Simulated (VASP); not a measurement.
VASP input:

### POSCAR
```
TiO2
1
    5.1491200000     0.0000000000     0.0000000000
    0.0000000000     9.1942000000     0.0000000000
    0.0000000000     0.0000000000     5.4591200000
Ti O
8 16
Direct
  0.1331600000   0.3698370000   0.3979840000
  0.8674800000   0.6251620000   0.6011750000
  0.3549920000   0.6308270000   0.8972330000
  0.6437610000   0.3687330000   0.0996410000
  0.6379090000   0.1268370000   0.5950280000
  0.3618390000   0.8743360000   0.4067530000
  0.8620740000   0.8715560000   0.0928180000
  0.1335510000   0.1285710000   0.9080320000
  0.4612900000   0.2664630000   0.3919000000
  0.5316340000   0.7301020000   0.6077290000
  0.0379670000   0.7309850000   0.8873780000
  0.9684280000   0.2696520000   0.1056950000
  0.9606130000   0.2289980000   0.6066660000
  0.0372420000   0.7704580000   0.3854710000
  0.5327040000   0.7685680000   0.1046790000
  0.4674780000   0.2311740000   0.8918450000
  0.8189450000   0.0118060000   0.8523230000
  0.1819860000   0.9881760000   0.1488500000
  0.6838180000   0.9895940000   0.3523400000
  0.3199680000   0.0105930000   0.6577300000
  0.3172590000   0.4933410000   0.1518730000
  0.6816900000   0.5121560000   0.8506810000
  0.1870430000   0.5126500000   0.6562610000
  0.8171700000   0.4894280000   0.3499140000
```

**INCAR**
```
SYSTEM = TiO2
PREC = Accurate
ENCUT = 400
EDIFF = 1E-08
NELM = 100
ALGO = Normal
LREAL = Auto
LASPH = .TRUE.
ISMEAR = 0
SIGMA = 0.01
GGA = PE
LMAXMIX = 4
LWAVE = .FALSE.
LCHARG = .FALSE.
ISIF = 2
```

File KPOINTS:
```
Automatic mesh
0
Gamma
3 2 2
0.5 0.5 0.5
```

POTCAR, in this order: Ti_sv O (PBE.64 set). Program: vasp_std.

Translate this PBE calculation to Quantum ESPRESSO's pw.x.

One equivalent input (not run):
```
&CONTROL
  calculation = 'scf'
  pseudo_dir = './pseudo'
  outdir = './out'
  tprnfor = .true.
  tstress = .true.
/
&SYSTEM
  ibrav = 0
  nat = 24
  ntyp = 2
  ecutwfc = 84
  occupations = 'smearing'
  smearing = 'gaussian'
  degauss = 0.000735
  input_dft = 'pbe'
/
&ELECTRONS
  conv_thr = 7.3e-10
  electron_maxstep = 100
/
ATOMIC_SPECIES
  Ti 47.867 Ti.upf
  O 15.999 O.upf
CELL_PARAMETERS angstrom
     5.1491200    0.0000000    0.0000000
     0.0000000    9.1942000    0.0000000
     0.0000000    0.0000000    5.4591200
ATOMIC_POSITIONS crystal
  Ti   0.1331600  0.3698370  0.3979840
  Ti   0.8674800  0.6251620  0.6011750
  Ti   0.3549920  0.6308270  0.8972330
  Ti   0.6437610  0.3687330  0.0996410
  Ti   0.6379090  0.1268370  0.5950280
  Ti   0.3618390  0.8743360  0.4067530
  Ti   0.8620740  0.8715560  0.0928180
  Ti   0.1335510  0.1285710  0.9080320
  O    0.4612900  0.2664630  0.3919000
  O    0.5316340  0.7301020  0.6077290
  O    0.0379670  0.7309850  0.8873780
  O    0.9684280  0.2696520  0.1056950
  O    0.9606130  0.2289980  0.6066660
  O    0.0372420  0.7704580  0.3854710
  O    0.5327040  0.7685680  0.1046790
  O    0.4674780  0.2311740  0.8918450
  O    0.8189450  0.0118060  0.8523230
  O    0.1819860  0.9881760  0.1488500
  O    0.6838180  0.9895940  0.3523400
  O    0.3199680  0.0105930  0.6577300
  O    0.3172590  0.4933410  0.1518730
  O    0.6816900  0.5121560  0.8506810
  O    0.1870430  0.5126500  0.6562610
  O    0.8171700  0.4894280  0.3499140
K_POINTS automatic
  3 2 2 1 1 1
```
The two are equivalent in intent, not identical: the potentials are each code's own (VASP's PAW set, PseudoDojo norm-conserving files in pw.x), so ENCUT and ecutwfc are chosen apart and not converted; conv_thr bounds pw.x's estimated SCF error, while EDIFF bounds the energy change between steps.

The structure comes from a computed database's TiO2 entry, a phase known from measurement. The cell was not relaxed at this level, atoms are displaced from their ideal sites. The k-mesh is coarse (spacing up to 0.58 per Å, 2π included), so the numbers may not be converged in it. The run is one of a series of settings (EDIFF = 1E-08 against the base run), some of them coarse on purpose.
